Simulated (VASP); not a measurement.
# GaP (relaxed from the zinc blende structure, space group F-43m): computed properties

These are PBE GGA, VASP's PBE PAW potentials (set 64) (plane waves; VASP 6.6.1) values and carry that method's errors.

```
Property                                                                                                           Value
---------------------------------------------  -------------------------------------------------------------------------
space group                                                                                                  F-43m (216)
cell                                           a = 5.501 Å, b = 5.501 Å, c = 5.501 Å, α = 90.00°, β = 90.00°, γ = 90.00°
volume per atom                                                                                           20.81 Å^3/atom
band gap (over mesh and band path)                                                                               1.59 eV
smallest direct gap (over mesh and band path)                                                                    1.60 eV
band-edge character                                                                                     indirect, Γ to L
density                                                                                                       4.02 g/cm³
```

Space group F-43m (No. 216); a = 5.5011 Å, b = 5.5011 Å, c = 5.5011 Å, α = 90.00°, β = 90.00°, γ = 90.00°

```
atom  site  symmetry       x       y       z
----  ----  --------  ------  ------  ------
Ga      4a      -43m  0.0000  0.0000  0.0000
P       4d      -43m  0.7500  0.7500  0.7500
```
(The calculation used a cell of 2 atoms; values per cell refer to that cell.)

The structure was generated: GaP was put into the zinc blende type (F-43m), which need not be its known phase. It was relaxed first, which changed the volume by +13 %. Symmetry was kept, so distortions that lower it aren't found.
